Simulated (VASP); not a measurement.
Level of theory: PBEsol GGA, VASP's PBE PAW potentials (set 64) (plane waves; VASP).

Input for VASP

File POSCAR:
```
TaTe
1
    3.3605560705     0.0000000000     0.0000000000
   -1.6802780352     2.9103269252    -0.0000000000
    0.0000000000    -0.0000000000     9.3258369083
Ta Te
2 2
Direct
  0.3333330000   0.6666670000   0.0398471481
  0.6666670000   0.3333330000   0.5398471481
  0.3333330000   0.6666670000   0.3351528519
  0.6666670000   0.3333330000   0.8351528519
```

### INCAR
```
ALGO = Normal
EDIFF = 1E-6
EDIFFG = -0.02
ENCUT = 400
GGA = PS
IBRION = 2
ISIF = 3
ISMEAR = 1
LASPH = T
LCHARG = F
LMAXMIX = 6
LREAL = F
LWAVE = F
NELM = 100
NSW = 60
PREC = Accurate
SIGMA = 0.1
SYSTEM = TaTe
```

File KPOINTS:
```
Regular mesh
0
gamma
9 9 3
```

POTCAR, in this order: Ta_pv Te (PBE.64 set). Program: vasp_std.

Unless said otherwise, spin-orbit coupling is left out, though it shifts the bands of the heavy elements here.

### Question
Estimate the energy per atom (σ→0), volume per atom, band gap (on the k-mesh).

### Answer

The energy per atom (σ→0) comes out as -7.728 eV/atom. The band gap (on the k-mesh) is none (metal, semimetal or under 0.01 eV) and the volume per atom is 22.68 Å³/atom.

OSZICAR:
```
...
   4 F= -.30910865E+02 E0= -.30910518E+02  d E =0.141044E-03
       N       E                     dE             d eps       ncg     rms          rms(c)
DAV:   1    -0.309112213349E+02   -0.35571E-03   -0.26787E-02  1008   0.137E+00    0.131E-01
DAV:   2    -0.309111604135E+02    0.60921E-04   -0.19732E-03  1128   0.351E-01    0.565E-02
DAV:   3    -0.309111259209E+02    0.34493E-04   -0.10729E-04  1293   0.747E-02    0.236E-02
DAV:   4    -0.309111232802E+02    0.26407E-05   -0.81995E-06  1284   0.165E-02    0.112E-02
DAV:   5    -0.309111234963E+02   -0.21603E-06   -0.11239E-06   739   0.812E-03
   5 F= -.30911123E+02 E0= -.30910727E+02  d E =-.117216E-03
```

The structure was generated: TaTe was put into the wurtzite type (P6_3mc), which need not be its known phase. This run relaxes it. Symmetry was kept, so distortions that lower it aren't found. The start is the result of an earlier pass.
